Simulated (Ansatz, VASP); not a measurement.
**Two plane-wave programs on Pt3Rh**

```
CELL_PARAMETERS angstrom
3.90987 0.00000 0.00000
0.00000 3.90987 0.00000
0.00000 0.00000 3.90987
ATOMIC_POSITIONS crystal
Rh 0.50000 0.50000 0.50000
Pt 0.50000 0.00000 0.00000
Pt 0.00000 0.50000 0.00000
Pt 0.00000 0.00000 0.50000
```

The cell comes from a database or a generator and needn't be the stable form of this composition.

Alike in both runs: task single point; functional LDA; k mesh 6 × 6 × 6; occupations methfessel-paxton of order 1, width 0.1 eV; no spin polarisation.

|  | VASP | Ansatz |
| --- | --- | --- |
| version | VASP 6.6.1 | Ansatz 0.2.0 |
| potentials or method | VASP PAW LDA potentials, release 64 (Rh_pv, Pt) | plane waves, PAW |
| plane-wave cutoff (eV) | 520 | 420 |
| valence electrons in the cell | 45 | 71 |

Ansatz gave:

```
pressure (GPa) : -10.9
```

Which values does VASP return?

Pressure (GPa): -10.2.

The two sets of potentials don't hold the same shells in valence.

The runs have no spin-orbit coupling, so splittings on Pt are missing.
